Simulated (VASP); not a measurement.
Input:

```
PtS
1.0
    0.00000     2.60280     2.60280
    2.60280     0.00000     2.60280
    2.60280     2.60280     0.00000
Pt S
1 1
Direct
  0.00000   0.00000   0.00000
  0.50000   0.50000   0.50000
```

All values below come from PBE GGA, VASP's PBE PAW potentials (set 64) (plane waves; VASP). Numerical set-up: 400 eV cut-off, 11×11×11 Γ-centred mesh, first-order Methfessel-Paxton smearing of 0.10 eV, potentials Pt S.

Energy and stress use the plane-wave basis of the starting cell.

### Question
The ions, cell shape and volume are relaxed. Give the cell that the relaxation ends in.

### Answer

```
PtS
1.0
    0.00000     2.52360     2.52360
    2.52360     0.00000     2.52360
    2.52360     2.52360     0.00000
Pt S
1 1
Direct
  0.00000   0.00000   0.00000
  0.50000   0.50000   0.50000
```
Space group Fm-3m (225), at a tolerance of 0.03 Å.

### Question
How do energy and volume change from the first to the last step?

### Answer
The energy (σ→0) changes by -59.0 meV/atom and the volume by -8.9 %, in 4 ionic steps.

The structure was generated: PtS was put into the rock salt type (Fm-3m), which need not be its known phase. This run relaxes it. Symmetry was kept, so distortions that lower it aren't found.
